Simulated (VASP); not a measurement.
Computed with LDA (Ceperley-Alder, Perdew-Zunger), VASP's LDA PAW potentials (set 64) (plane waves; VASP 6.6.1).

The input files of a VASP run:

KPOINTS_OPT:
```
k-points along high-symmetry lines
10
Line-mode
Reciprocal
  0.000000   0.000000   0.000000 ! GAMMA
 -0.500000  -0.500000   0.000000 ! X

 -0.500000  -0.500000   0.000000 ! X
 -0.375000  -0.375000   0.250000 ! U

 -0.375000   0.000000   0.375000 ! K
  0.000000   0.000000   0.000000 ! GAMMA

  0.000000   0.000000   0.000000 ! GAMMA
  0.000000   0.000000   0.500000 ! L

  0.000000   0.000000   0.500000 ! L
 -0.500000  -0.250000   0.250000 ! W

 -0.500000  -0.250000   0.250000 ! W
 -0.500000  -0.500000   0.000000 ! X
```

### POSCAR
```
CdS
1
    0.0000000000     2.9100000000     2.9100000000
    2.9100000000     0.0000000000     2.9100000000
    2.9100000000     2.9100000000     0.0000000000
Cd S
1 1
Direct
  0.0000000000   0.0000000000   0.0000000000
  0.2500000000   0.2500000000   0.2500000000
```

**KPOINTS**
```
Regular mesh
0
G
5 5 5
```

**INCAR**
```
! general
SYSTEM   =  CdS
PREC     =  Accurate
ENCUT    =  300
LREAL    =  .FALSE.   ! projection in real space or not
LASPH    =  .TRUE.

! electronic loop
EDIFF    =  1E-6   ! SCF stop (eV)
NELM     =  100   ! most electronic steps
ALGO     =  Normal
LMAXMIX  =  4   ! l cut-off of mixed one-centre charges

! smearing
ISMEAR   =  -1   ! Fermi-Dirac
SIGMA    =  0.05

! ions
ISIF     =  2

! output
LWAVE    =  .FALSE.
LCHARG   =  .FALSE.
```

POTCAR, in this order: Cd S (LDA.64 set). Program: vasp_std.

Problem. What will the output report for the number of irreducible k-points (NKPTS), largest plane-wave count, number of space-group operations, FFT grid (NGX, NGY, NGZ)?

Solution. 
```yaml
number of irreducible k-points (NKPTS): 10
largest_plane_wave_count: 592
number_of_space_group_operations: 24
FFT grid (NGX, NGY, NGZ): 24 × 24 × 24
```

The structure is a typed CdS crystal. The cell was not relaxed at this level.
